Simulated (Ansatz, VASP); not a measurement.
# Ge (Germanium) in two plane-wave programs, part 2 of 3

Wanted: the spread between two codes on one cell, functional and k mesh. The cell is taken from a series of runs on this material, whose earlier steps may have relaxed, scaled, displaced or heated it; both programs get it as it stands.

VASP 6.6.1 and Ansatz 0.2.0.

So far: The starting structure; Ansatz: zone-centre phonons, PBEsol.

## 3. VASP: zone-centre phonons, PBEsol

Level of this step: PBEsol; plane waves and PAW (Ge_d) (VASP).

The same cell, functional, mesh and smearing now go to VASP, with its own data sets.

Lines of VASP's logs that name or quote its potential files are left out, and so is its time.

File INCAR:

```
SYSTEM = Ge
PREC = Accurate
ENCUT = 500
EDIFF = 1E-08
NELM = 120
ISMEAR = 0
SIGMA = 0.015
LREAL = .FALSE.
ALGO = Normal
GGA = PS
NBANDS = 20
LORBIT = 11
LWAVE = .FALSE.
LCHARG = .FALSE.
ISIF = 2
ISYM = 2
IBRION = 8
LASPH = .TRUE.
GGA_COMPAT = .FALSE.
EFERMI = MIDGAP
KPAR = 2
```

File POSCAR:

```
Ge
1.0
    0.0521639820      2.8331807738      2.8331807738
    2.8331807738      0.0521639820      2.8331807738
    2.8331807738      2.8331807738      0.0521639820
Ge
2
Direct
    0.5012245462      0.5012245462      0.5012245462
    0.7487754538      0.7487754538      0.7487754538
```

File KPOINTS:

```
Points of the shifted mesh
1728
Reciprocal
 0.0416666667  0.0416666667  0.0416666667 1
 0.0416666667  0.0416666667  0.1250000000 1
 0.0416666667  0.0416666667  0.2083333333 1
 0.0416666667  0.0416666667  0.2916666667 1
 0.0416666667  0.0416666667  0.3750000000 1
 0.0416666667  0.0416666667  0.4583333333 1
 0.0416666667  0.0416666667  0.5416666667 1
 0.0416666667  0.0416666667  0.6250000000 1
 0.0416666667  0.0416666667  0.7083333333 1
 0.0416666667  0.0416666667  0.7916666667 1
 0.0416666667  0.0416666667  0.8750000000 1
 0.0416666667  0.0416666667  0.9583333333 1
 0.0416666667  0.1250000000  0.0416666667 1
 0.0416666667  0.1250000000  0.1250000000 1
 0.0416666667  0.1250000000  0.2083333333 1
 0.0416666667  0.1250000000  0.2916666667 1
 0.0416666667  0.1250000000  0.3750000000 1
 0.0416666667  0.1250000000  0.4583333333 1
 0.0416666667  0.1250000000  0.5416666667 1
 0.0416666667  0.1250000000  0.6250000000 1
 0.0416666667  0.1250000000  0.7083333333 1
 0.0416666667  0.1250000000  0.7916666667 1
 0.0416666667  0.1250000000  0.8750000000 1
 0.0416666667  0.1250000000  0.9583333333 1
 0.0416666667  0.2083333333  0.0416666667 1
 0.0416666667  0.2083333333  0.1250000000 1
 0.0416666667  0.2083333333  0.2083333333 1
 0.0416666667  0.2083333333  0.2916666667 1
 0.0416666667  0.2083333333  0.3750000000 1
 0.0416666667  0.2083333333  0.4583333333 1
 0.0416666667  0.2083333333  0.5416666667 1
 0.0416666667  0.2083333333  0.6250000000 1
 0.0416666667  0.2083333333  0.7083333333 1
 0.0416666667  0.2083333333  0.7916666667 1
 0.0416666667  0.2083333333  0.8750000000 1
 0.0416666667  0.2083333333  0.9583333333 1
 0.0416666667  0.2916666667  0.0416666667 1
 0.0416666667  0.2916666667  0.1250000000 1
 0.0416666667  0.2916666667  0.2083333333 1
 0.0416666667  0.2916666667  0.2916666667 1
 0.0416666667  0.2916666667  0.3750000000 1
 0.0416666667  0.2916666667  0.4583333333 1
 0.0416666667  0.2916666667  0.5416666667 1
 0.0416666667  0.2916666667  0.6250000000 1
 0.0416666667  0.2916666667  0.7083333333 1
 0.0416666667  0.2916666667  0.7916666667 1
 0.0416666667  0.2916666667  0.8750000000 1
 0.0416666667  0.2916666667  0.9583333333 1
 0.0416666667  0.3750000000  0.0416666667 1
 0.0416666667  0.3750000000  0.1250000000 1
 0.0416666667  0.3750000000  0.2083333333 1
 0.0416666667  0.3750000000  0.2916666667 1
 0.0416666667  0.3750000000  0.3750000000 1
 0.0416666667  0.3750000000  0.4583333333 1
 0.0416666667  0.3750000000  0.5416666667 1
 0.0416666667  0.3750000000  0.6250000000 1
 0.0416666667  0.3750000000  0.7083333333 1
 0.0416666667  0.3750000000  0.7916666667 1
 0.0416666667  0.3750000000  0.8750000000 1
 0.0416666667  0.3750000000  0.9583333333 1
 0.0416666667  0.4583333333  0.0416666667 1
 0.0416666667  0.4583333333  0.1250000000 1
 0.0416666667  0.4583333333  0.2083333333 1
 0.0416666667  0.4583333333  0.2916666667 1
 0.0416666667  0.4583333333  0.3750000000 1
 0.0416666667  0.4583333333  0.4583333333 1
 0.0416666667  0.4583333333  0.5416666667 1
 0.0416666667  0.4583333333  0.6250000000 1
 0.0416666667  0.4583333333  0.7083333333 1
 0.0416666667  0.4583333333  0.7916666667 1
 0.0416666667  0.4583333333  0.8750000000 1
 0.0416666667  0.4583333333  0.9583333333 1
 0.0416666667  0.5416666667  0.0416666667 1
 0.0416666667  0.5416666667  0.1250000000 1
 0.0416666667  0.5416666667  0.2083333333 1
 0.0416666667  0.5416666667  0.2916666667 1
 0.0416666667  0.5416666667  0.3750000000 1
 0.0416666667  0.5416666667  0.4583333333 1
 0.0416666667  0.5416666667  0.5416666667 1
 0.0416666667  0.5416666667  0.6250000000 1
 0.0416666667  0.5416666667  0.7083333333 1
 0.0416666667  0.5416666667  0.7916666667 1
 0.0416666667  0.5416666667  0.8750000000 1
 0.0416666667  0.5416666667  0.9583333333 1
 0.0416666667  0.6250000000  0.0416666667 1
 0.0416666667  0.6250000000  0.1250000000 1
 0.0416666667  0.6250000000  0.2083333333 1
 0.0416666667  0.6250000000  0.2916666667 1
 0.0416666667  0.6250000000  0.3750000000 1
 0.0416666667  0.6250000000  0.4583333333 1
 0.0416666667  0.6250000000  0.5416666667 1
 0.0416666667  0.6250000000  0.6250000000 1
 0.0416666667  0.6250000000  0.7083333333 1
 0.0416666667  0.6250000000  0.7916666667 1
 0.0416666667  0.6250000000  0.8750000000 1
 0.0416666667  0.6250000000  0.9583333333 1
 0.0416666667  0.7083333333  0.0416666667 1
 0.0416666667  0.7083333333  0.1250000000 1
 0.0416666667  0.7083333333  0.2083333333 1
 0.0416666667  0.7083333333  0.2916666667 1
 0.0416666667  0.7083333333  0.3750000000 1
 0.0416666667  0.7083333333  0.4583333333 1
 0.0416666667  0.7083333333  0.5416666667 1
 0.0416666667  0.7083333333  0.6250000000 1
 0.0416666667  0.7083333333  0.7083333333 1
 0.0416666667  0.7083333333  0.7916666667 1
 0.0416666667  0.7083333333  0.8750000000 1
 0.0416666667  0.7083333333  0.9583333333 1
 0.0416666667  0.7916666667  0.0416666667 1
 0.0416666667  0.7916666667  0.1250000000 1
 0.0416666667  0.7916666667  0.2083333333 1
 0.0416666667  0.7916666667  0.2916666667 1
[... 1390 lines left out ...]
 0.8750000000  0.4583333333  0.1250000000 1
 0.8750000000  0.4583333333  0.2083333333 1
 0.8750000000  0.4583333333  0.2916666667 1
 0.8750000000  0.4583333333  0.3750000000 1
 0.8750000000  0.4583333333  0.4583333333 1
 0.8750000000  0.4583333333  0.5416666667 1
 0.8750000000  0.4583333333  0.6250000000 1
 0.8750000000  0.4583333333  0.7083333333 1
 0.8750000000  0.4583333333  0.7916666667 1
 0.8750000000  0.4583333333  0.8750000000 1
 0.8750000000  0.4583333333  0.9583333333 1
 0.8750000000  0.5416666667  0.0416666667 1
 0.8750000000  0.5416666667  0.1250000000 1
 0.8750000000  0.5416666667  0.2083333333 1
 0.8750000000  0.5416666667  0.2916666667 1
 0.8750000000  0.5416666667  0.3750000000 1
 0.8750000000  0.5416666667  0.4583333333 1
 0.8750000000  0.5416666667  0.5416666667 1
 0.8750000000  0.5416666667  0.6250000000 1
 0.8750000000  0.5416666667  0.7083333333 1
 0.8750000000  0.5416666667  0.7916666667 1
 0.8750000000  0.5416666667  0.8750000000 1
 0.8750000000  0.5416666667  0.9583333333 1
 0.8750000000  0.6250000000  0.0416666667 1
 0.8750000000  0.6250000000  0.1250000000 1
 0.8750000000  0.6250000000  0.2083333333 1
 0.8750000000  0.6250000000  0.2916666667 1
 0.8750000000  0.6250000000  0.3750000000 1
 0.8750000000  0.6250000000  0.4583333333 1
 0.8750000000  0.6250000000  0.5416666667 1
 0.8750000000  0.6250000000  0.6250000000 1
 0.8750000000  0.6250000000  0.7083333333 1
 0.8750000000  0.6250000000  0.7916666667 1
 0.8750000000  0.6250000000  0.8750000000 1
 0.8750000000  0.6250000000  0.9583333333 1
 0.8750000000  0.7083333333  0.0416666667 1
 0.8750000000  0.7083333333  0.1250000000 1
 0.8750000000  0.7083333333  0.2083333333 1
 0.8750000000  0.7083333333  0.2916666667 1
 0.8750000000  0.7083333333  0.3750000000 1
 0.8750000000  0.7083333333  0.4583333333 1
 0.8750000000  0.7083333333  0.5416666667 1
 0.8750000000  0.7083333333  0.6250000000 1
 0.8750000000  0.7083333333  0.7083333333 1
 0.8750000000  0.7083333333  0.7916666667 1
 0.8750000000  0.7083333333  0.8750000000 1
 0.8750000000  0.7083333333  0.9583333333 1
 0.8750000000  0.7916666667  0.0416666667 1
 0.8750000000  0.7916666667  0.1250000000 1
 0.8750000000  0.7916666667  0.2083333333 1
 0.8750000000  0.7916666667  0.2916666667 1
 0.8750000000  0.7916666667  0.3750000000 1
 0.8750000000  0.7916666667  0.4583333333 1
 0.8750000000  0.7916666667  0.5416666667 1
 0.8750000000  0.7916666667  0.6250000000 1
 0.8750000000  0.7916666667  0.7083333333 1
 0.8750000000  0.7916666667  0.7916666667 1
 0.8750000000  0.7916666667  0.8750000000 1
 0.8750000000  0.7916666667  0.9583333333 1
 0.8750000000  0.8750000000  0.0416666667 1
 0.8750000000  0.8750000000  0.1250000000 1
 0.8750000000  0.8750000000  0.2083333333 1
 0.8750000000  0.8750000000  0.2916666667 1
 0.8750000000  0.8750000000  0.3750000000 1
 0.8750000000  0.8750000000  0.4583333333 1
 0.8750000000  0.8750000000  0.5416666667 1
 0.8750000000  0.8750000000  0.6250000000 1
 0.8750000000  0.8750000000  0.7083333333 1
 0.8750000000  0.8750000000  0.7916666667 1
 0.8750000000  0.8750000000  0.8750000000 1
 0.8750000000  0.8750000000  0.9583333333 1
 0.8750000000  0.9583333333  0.0416666667 1
 0.8750000000  0.9583333333  0.1250000000 1
 0.8750000000  0.9583333333  0.2083333333 1
 0.8750000000  0.9583333333  0.2916666667 1
 0.8750000000  0.9583333333  0.3750000000 1
 0.8750000000  0.9583333333  0.4583333333 1
 0.8750000000  0.9583333333  0.5416666667 1
 0.8750000000  0.9583333333  0.6250000000 1
 0.8750000000  0.9583333333  0.7083333333 1
 0.8750000000  0.9583333333  0.7916666667 1
 0.8750000000  0.9583333333  0.8750000000 1
 0.8750000000  0.9583333333  0.9583333333 1
 0.9583333333  0.0416666667  0.0416666667 1
 0.9583333333  0.0416666667  0.1250000000 1
 0.9583333333  0.0416666667  0.2083333333 1
 0.9583333333  0.0416666667  0.2916666667 1
 0.9583333333  0.0416666667  0.3750000000 1
 0.9583333333  0.0416666667  0.4583333333 1
 0.9583333333  0.0416666667  0.5416666667 1
 0.9583333333  0.0416666667  0.6250000000 1
 0.9583333333  0.0416666667  0.7083333333 1
 0.9583333333  0.0416666667  0.7916666667 1
 0.9583333333  0.0416666667  0.8750000000 1
 0.9583333333  0.0416666667  0.9583333333 1
 0.9583333333  0.1250000000  0.0416666667 1
 0.9583333333  0.1250000000  0.1250000000 1
 0.9583333333  0.1250000000  0.2083333333 1
 0.9583333333  0.1250000000  0.2916666667 1
 0.9583333333  0.1250000000  0.3750000000 1
 0.9583333333  0.1250000000  0.4583333333 1
 0.9583333333  0.1250000000  0.5416666667 1
 0.9583333333  0.1250000000  0.6250000000 1
 0.9583333333  0.1250000000  0.7083333333 1
 0.9583333333  0.1250000000  0.7916666667 1
 0.9583333333  0.1250000000  0.8750000000 1
 0.9583333333  0.1250000000  0.9583333333 1
 0.9583333333  0.2083333333  0.0416666667 1
 0.9583333333  0.2083333333  0.1250000000 1
 0.9583333333  0.2083333333  0.2083333333 1
 0.9583333333  0.2083333333  0.2916666667 1
 0.9583333333  0.2083333333  0.3750000000 1
 0.9583333333  0.2083333333  0.4583333333 1
 0.9583333333  0.2083333333  0.5416666667 1
 0.9583333333  0.2083333333  0.6250000000 1
 0.9583333333  0.2083333333  0.7083333333 1
 0.9583333333  0.2083333333  0.7916666667 1
 0.9583333333  0.2083333333  0.8750000000 1
 0.9583333333  0.2083333333  0.9583333333 1
 0.9583333333  0.2916666667  0.0416666667 1
 0.9583333333  0.2916666667  0.1250000000 1
 0.9583333333  0.2916666667  0.2083333333 1
 0.9583333333  0.2916666667  0.2916666667 1
 0.9583333333  0.2916666667  0.3750000000 1
 0.9583333333  0.2916666667  0.4583333333 1
 0.9583333333  0.2916666667  0.5416666667 1
 0.9583333333  0.2916666667  0.6250000000 1
 0.9583333333  0.2916666667  0.7083333333 1
 0.9583333333  0.2916666667  0.7916666667 1
 0.9583333333  0.2916666667  0.8750000000 1
 0.9583333333  0.2916666667  0.9583333333 1
 0.9583333333  0.3750000000  0.0416666667 1
 0.9583333333  0.3750000000  0.1250000000 1
 0.9583333333  0.3750000000  0.2083333333 1
 0.9583333333  0.3750000000  0.2916666667 1
 0.9583333333  0.3750000000  0.3750000000 1
 0.9583333333  0.3750000000  0.4583333333 1
 0.9583333333  0.3750000000  0.5416666667 1
 0.9583333333  0.3750000000  0.6250000000 1
 0.9583333333  0.3750000000  0.7083333333 1
 0.9583333333  0.3750000000  0.7916666667 1
 0.9583333333  0.3750000000  0.8750000000 1
 0.9583333333  0.3750000000  0.9583333333 1
 0.9583333333  0.4583333333  0.0416666667 1
 0.9583333333  0.4583333333  0.1250000000 1
 0.9583333333  0.4583333333  0.2083333333 1
 0.9583333333  0.4583333333  0.2916666667 1
 0.9583333333  0.4583333333  0.3750000000 1
 0.9583333333  0.4583333333  0.4583333333 1
 0.9583333333  0.4583333333  0.5416666667 1
 0.9583333333  0.4583333333  0.6250000000 1
 0.9583333333  0.4583333333  0.7083333333 1
 0.9583333333  0.4583333333  0.7916666667 1
 0.9583333333  0.4583333333  0.8750000000 1
 0.9583333333  0.4583333333  0.9583333333 1
 0.9583333333  0.5416666667  0.0416666667 1
 0.9583333333  0.5416666667  0.1250000000 1
 0.9583333333  0.5416666667  0.2083333333 1
 0.9583333333  0.5416666667  0.2916666667 1
 0.9583333333  0.5416666667  0.3750000000 1
 0.9583333333  0.5416666667  0.4583333333 1
 0.9583333333  0.5416666667  0.5416666667 1
 0.9583333333  0.5416666667  0.6250000000 1
 0.9583333333  0.5416666667  0.7083333333 1
 0.9583333333  0.5416666667  0.7916666667 1
 0.9583333333  0.5416666667  0.8750000000 1
 0.9583333333  0.5416666667  0.9583333333 1
 0.9583333333  0.6250000000  0.0416666667 1
 0.9583333333  0.6250000000  0.1250000000 1
 0.9583333333  0.6250000000  0.2083333333 1
 0.9583333333  0.6250000000  0.2916666667 1
 0.9583333333  0.6250000000  0.3750000000 1
 0.9583333333  0.6250000000  0.4583333333 1
 0.9583333333  0.6250000000  0.5416666667 1
 0.9583333333  0.6250000000  0.6250000000 1
 0.9583333333  0.6250000000  0.7083333333 1
 0.9583333333  0.6250000000  0.7916666667 1
 0.9583333333  0.6250000000  0.8750000000 1
 0.9583333333  0.6250000000  0.9583333333 1
 0.9583333333  0.7083333333  0.0416666667 1
 0.9583333333  0.7083333333  0.1250000000 1
 0.9583333333  0.7083333333  0.2083333333 1
 0.9583333333  0.7083333333  0.2916666667 1
 0.9583333333  0.7083333333  0.3750000000 1
 0.9583333333  0.7083333333  0.4583333333 1
 0.9583333333  0.7083333333  0.5416666667 1
 0.9583333333  0.7083333333  0.6250000000 1
 0.9583333333  0.7083333333  0.7083333333 1
 0.9583333333  0.7083333333  0.7916666667 1
 0.9583333333  0.7083333333  0.8750000000 1
 0.9583333333  0.7083333333  0.9583333333 1
 0.9583333333  0.7916666667  0.0416666667 1
 0.9583333333  0.7916666667  0.1250000000 1
 0.9583333333  0.7916666667  0.2083333333 1
 0.9583333333  0.7916666667  0.2916666667 1
 0.9583333333  0.7916666667  0.3750000000 1
 0.9583333333  0.7916666667  0.4583333333 1
 0.9583333333  0.7916666667  0.5416666667 1
 0.9583333333  0.7916666667  0.6250000000 1
 0.9583333333  0.7916666667  0.7083333333 1
 0.9583333333  0.7916666667  0.7916666667 1
 0.9583333333  0.7916666667  0.8750000000 1
 0.9583333333  0.7916666667  0.9583333333 1
 0.9583333333  0.8750000000  0.0416666667 1
 0.9583333333  0.8750000000  0.1250000000 1
 0.9583333333  0.8750000000  0.2083333333 1
 0.9583333333  0.8750000000  0.2916666667 1
 0.9583333333  0.8750000000  0.3750000000 1
 0.9583333333  0.8750000000  0.4583333333 1
 0.9583333333  0.8750000000  0.5416666667 1
 0.9583333333  0.8750000000  0.6250000000 1
 0.9583333333  0.8750000000  0.7083333333 1
 0.9583333333  0.8750000000  0.7916666667 1
 0.9583333333  0.8750000000  0.8750000000 1
 0.9583333333  0.8750000000  0.9583333333 1
 0.9583333333  0.9583333333  0.0416666667 1
 0.9583333333  0.9583333333  0.1250000000 1
 0.9583333333  0.9583333333  0.2083333333 1
 0.9583333333  0.9583333333  0.2916666667 1
 0.9583333333  0.9583333333  0.3750000000 1
 0.9583333333  0.9583333333  0.4583333333 1
 0.9583333333  0.9583333333  0.5416666667 1
 0.9583333333  0.9583333333  0.6250000000 1
 0.9583333333  0.9583333333  0.7083333333 1
 0.9583333333  0.9583333333  0.7916666667 1
 0.9583333333  0.9583333333  0.8750000000 1
 0.9583333333  0.9583333333  0.9583333333 1
```

PAW data sets: Ge_d (PBE family, release 64).

Started as:

```bash
$ mpirun -np 2 vasp_std
```

What it wrote:

```text
[banner, memory and clock lines left out]
running    2 mpi-ranks, on    1 nodes
 distrk:  each k-point on    1 cores,    2 groups
 distr:  one band on    1 cores,    1 groups

 POSCAR found type information on POSCAR Ge
 POSCAR found :  1 types and       2 ions
|                                                                             |
|               ----> ADVICE to this user running VASP <----                  |
|                                                                             |
|     You enforced a specific xc type in the INCAR file but a different       |
|     [... a line on the potential file left out ...]
|     I HOPE YOU KNOW WHAT YOU ARE DOING!                                     |
|                                                                             |

 LDA part: xc-table for (Slater+PW92), standard interpolation
 POSCAR, INCAR and KPOINTS ok, starting setup
 FFT: planning ... GRIDC
 FFT: planning ... GRID_SOFT
 FFT: planning ... GRID
 WAVECAR not read
 entering main loop
       N       E                     dE             d eps       ncg     rms          rms(c)
DAV:   1     0.182072500079E+03    0.18207E+03   -0.14606E+04 74536   0.377E+03
DAV:   2     0.153767480948E+02   -0.16670E+03   -0.16219E+03 69300   0.586E+02
DAV:   3    -0.922546776078E+01   -0.24602E+02   -0.24430E+02 77948   0.144E+02
DAV:   4    -0.100060266346E+02   -0.78056E+00   -0.78003E+00 78096   0.302E+01
DAV:   5    -0.100188209410E+02   -0.12794E-01   -0.12794E-01 77508   0.421E+00    0.337E+00
DAV:   6    -0.990686269084E+01    0.11196E+00   -0.39215E-02 87436   0.238E+00    0.191E+00
DAV:   7    -0.985402056753E+01    0.52842E-01   -0.68805E-02 72004   0.257E+00    0.160E-01
DAV:   8    -0.985504131373E+01   -0.10207E-02   -0.71081E-03 79500   0.117E+00    0.548E-02
DAV:   9    -0.985515852194E+01   -0.11721E-03   -0.22647E-04 77448   0.198E-01    0.122E-02
DAV:  10    -0.985516936226E+01   -0.10840E-04   -0.18378E-05 92348   0.403E-02    0.556E-03
DAV:  11    -0.985517060368E+01   -0.12414E-05   -0.33788E-06 81468   0.203E-02    0.129E-03
DAV:  12    -0.985517046201E+01    0.14168E-06   -0.57687E-07 92232   0.140E-02    0.627E-04
DAV:  13    -0.985517049973E+01   -0.37728E-07   -0.75180E-08 91276   0.431E-03    0.278E-04
DAV:  14    -0.985517048616E+01    0.13579E-07   -0.78943E-09 48704   0.179E-03    0.903E-05
DAV:  15    -0.985517047396E+01    0.12195E-07   -0.21546E-09 40808   0.496E-04    0.259E-05
DAV:  16    -0.985517047359E+01    0.36925E-09   -0.23157E-10 38212   0.206E-04
   1 F= -.98551705E+01 E0= -.98551705E+01  d E =-.201881E-48
 Linear response reoptimize wavefunctions to high precision
DAV:   1    -0.985517047311E+01    0.48021E-09   -0.99699E-11 39648   0.164E-04
DAV:   2    -0.985517047312E+01   -0.54570E-11   -0.23085E-11 37400   0.603E-05
 Linear response DOF=           1
 Linear response progress:
  Degree of freedom:   1/  1
       N       E                     dE             d eps       ncg     rms          rms(c)
RMM:   1    -0.186495116941E+00   -0.18650E+00    0.85196E+00 83738   0.453E+01
RMM:   2    -0.193737016117E+00   -0.72419E-02   -0.13635E-02111601   0.112E+00    0.762E-02
RMM:   3    -0.193776824527E+00   -0.39808E-04   -0.97190E-04119154   0.320E-01    0.441E-02
RMM:   4    -0.193690485117E+00    0.86339E-04   -0.63924E-05126812   0.807E-02    0.478E-03
RMM:   5    -0.193692619982E+00   -0.21349E-05   -0.26985E-06121479   0.175E-02    0.251E-03
RMM:   6    -0.193699337954E+00   -0.67180E-05   -0.17258E-07124229   0.496E-03    0.347E-04
RMM:   7    -0.193698439709E+00    0.89824E-06   -0.17604E-08127283   0.145E-03    0.192E-04
RMM:   8    -0.193697294302E+00    0.11454E-05   -0.74100E-09128872   0.518E-04    0.407E-05
RMM:   9    -0.193697167281E+00    0.12702E-06   -0.27960E-08123625   0.216E-04    0.185E-05
RMM:  10    -0.193697277565E+00   -0.11028E-06    0.88792E-10130534   0.942E-05    0.614E-06
RMM:  11    -0.193697305416E+00   -0.27851E-07   -0.63859E-09132125   0.482E-05    0.299E-06
RMM:  12    -0.193697338440E+00   -0.33024E-07   -0.80160E-09131114   0.297E-05    0.980E-07
RMM:  13    -0.193697340172E+00   -0.17315E-08   -0.16276E-09 91252   0.213E-05    0.541E-07
 first order change of Fermi-energy  -0.74540E-01
 force on displaced ion       1 direction 1 : -11.943   0.183   0.183
 Linear response finished
```

(Part 2 of 3 ends here.)

[Lines on the potential files, build, host, timing and source positions are cut from VASP's logs without a mark.]

[Logs are printed without paths, hosts, clocks, repeated set-up lines and the standing remarks that a program may print on its own settings, such as how far it seeks lower states.]

[Hosts, paths, dates, database ids (printed as entryN), source tags and the programs' standing remarks are cut or masked in the printed files.]
